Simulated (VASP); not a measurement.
An input for Ansatz (written as the equivalent of a VASP run, and not itself run):

Ansatz 0.2 input:
```yaml
crystal:
  lattice:
    - [-1.6646600, 1.6646600, 1.6646600]
    - [1.6646600, -1.6646600, 1.6646600]
    - [1.6646600, 1.6646600, -1.6646600]
  atoms:
    - { symbol: Nb, position: [0.0000000, 0.0000000, 0.0000000] }
kpoints:
  mp_grid: { grid: [14, 14, 14] }
hamiltonian:
  xc: rpbe
  pseudopotentials: { kind: paw }
scf:
  occupations: { method: methfessel_paxton, width: 0.1 }
  max_iter: 100
relax:
  max_steps: 60
  f_tol: 0.01
  cell: {}
output: { forces: true, stress: true, eigenvalues: true }
```

Q: Write the VASP files for the same calculation (RPBE).

A: Several could match; the one computed here: 
**INCAR**
```
# general
SYSTEM =Nb
PREC   =Accurate
ENCUT  =520
LREAL  =.FALSE.
LASPH  =.TRUE.

# electronic loop
EDIFF  =1E-6
NELM   =100
ALGO   =Normal
LMAXMIX=4

# smearing
ISMEAR =1
SIGMA  =0.1

# functional
GGA    =RP

# ions
IBRION =2
NSW    =60
ISIF   =3
EDIFFG =-0.01

# output
LWAVE  =.FALSE.
LCHARG =.FALSE.
```

File POSCAR:
```
Nb
1
   -1.6646599969     1.6646599969     1.6646599969
    1.6646599969    -1.6646599969     1.6646599969
    1.6646599969     1.6646599969    -1.6646599969
Nb
1
Direct
  0.0000000000   0.0000000000   0.0000000000
```

**KPOINTS**
```
Regular mesh
0
G
 14 14 14
0 0 0
```

POTCAR, in this order: Nb_sv (PBE.64 set). Program: vasp_std.

Limits of the translation: each code has its own PAW files, so the cut-off isn't converted (ENCUT is set for VASP's; basis.ecutwfc is left out, and Ansatz then takes the one that its files recommend); Ansatz stops its SCF on the density residual and VASP on the energy change (EDIFF).

The compound is Nb in the bcc structure. It was relaxed first. The start is the result of an earlier pass.
